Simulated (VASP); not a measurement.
Calculation: optB86b-vdW, VASP's PBE PAW potentials (set 64) (plane waves; VASP).

Input for VASP

### INCAR
```
AGGAC = 0.0
ALGO = Normal
EDIFF = 1E-7
ENCUT = 520
GGA = MK
ISIF = 2
ISMEAR = 0
LASPH = T
LCHARG = F
LREAL = F
LUSE_VDW = T
LWAVE = F
NELM = 100
PARAM1 = 0.1234
PARAM2 = 1.0
PREC = Accurate
SIGMA = 0.05
SYSTEM = NaCl
```

**POSCAR**
```
NaCl
1
    0.0000000000     2.7493169221     2.7493169221
    2.7493169221     0.0000000000     2.7493169221
    2.7493169221     2.7493169221     0.0000000000
Na Cl
1 1
Direct
  0.0000000000   0.0000000000   0.0000000000
  0.5000000000   0.5000000000   0.5000000000
```

File KPOINTS:
```
Regular mesh
0
gamma
8 8 8
0 0 0
```

POTCAR, in this order: Na_pv Cl (PBE.64 set). Program: vasp_std.

Output

OSZICAR:
```
       N       E                     dE             d eps       ncg     rms          rms(c)
DAV:   1     0.102140527723E+03    0.10214E+03   -0.74325E+03   641   0.132E+03
DAV:   2     0.520397910446E+01   -0.96937E+02   -0.89480E+02   734   0.286E+02
DAV:   3    -0.305434639630E+01   -0.82583E+01   -0.82144E+01   778   0.833E+01
DAV:   4    -0.321039077986E+01   -0.15604E+00   -0.15594E+00   701   0.125E+01
DAV:   5    -0.321416192054E+01   -0.37711E-02   -0.37709E-02   849   0.191E+00    0.208E+00
DAV:   6    -0.304545963870E+01    0.16870E+00   -0.34380E-01   744   0.432E+00    0.154E+00
DAV:   7    -0.303640779682E+01    0.90518E-02   -0.83582E-02   829   0.212E+00    0.104E+00
DAV:   8    -0.304139993080E+01   -0.49921E-02   -0.85794E-03   662   0.111E+00    0.249E-01
DAV:   9    -0.304132061050E+01    0.79320E-04   -0.20986E-04   764   0.147E-01    0.115E-01
DAV:  10    -0.304141691838E+01   -0.96308E-04   -0.21795E-04   677   0.144E-01    0.365E-02
DAV:  11    -0.304141089083E+01    0.60276E-05   -0.19290E-05   743   0.478E-02    0.549E-03
DAV:  12    -0.304141130321E+01   -0.41238E-06   -0.11637E-06   686   0.126E-02    0.193E-03
DAV:  13    -0.304141157331E+01   -0.27010E-06   -0.22535E-07   689   0.374E-03    0.208E-03
DAV:  14    -0.304141150813E+01    0.65188E-07   -0.26393E-08   379   0.103E-03
   1 F= -.30414115E+01 E0= -.30414115E+01  d E =-.117413E-17
```

**OUTCAR**
```
------------------------ aborting loop because EDIFF is reached ----------------------------------------
  FORCE on cell =-STRESS in cart. coord.  units (eV):
  Direction    XX          YY          ZZ          XY          YZ          ZX
  --------------------------------------------------------------------------------------
  Total        0.4780267      0.4780267      0.4780267      0.0000000      0.0000000      0.0000000
  in kB       18.4271573     18.4271573     18.4271573      0.0000000      0.0000000      0.0000000
  external PRESSURE =      18.4271573 kB  Pullay stress =       0.0000000 kB
  volume of cell :       41.56
      direct lattice vectors                 reciprocal lattice vectors
     0.000000000  2.749316922  2.749316922    -0.181863355  0.181863355  0.181863355
     2.749316922  0.000000000  2.749316922     0.181863355 -0.181863355  0.181863355
     2.749316922  2.749316922  0.000000000     0.181863355  0.181863355 -0.181863355
  FREE ENERGIE OF THE ION-ELECTRON SYSTEM (eV)
  ---------------------------------------------------
  free  energy   TOTEN  =        -3.0414115081 eV

  energy  without entropy=       -3.0414115081  energy(sigma->0) =       -3.04141151
```
(Selected blocks of OUTCAR.)

The compound is NaCl in the rock salt structure. This cell is one point of a volume scan, at 0.94 of the reference volume.
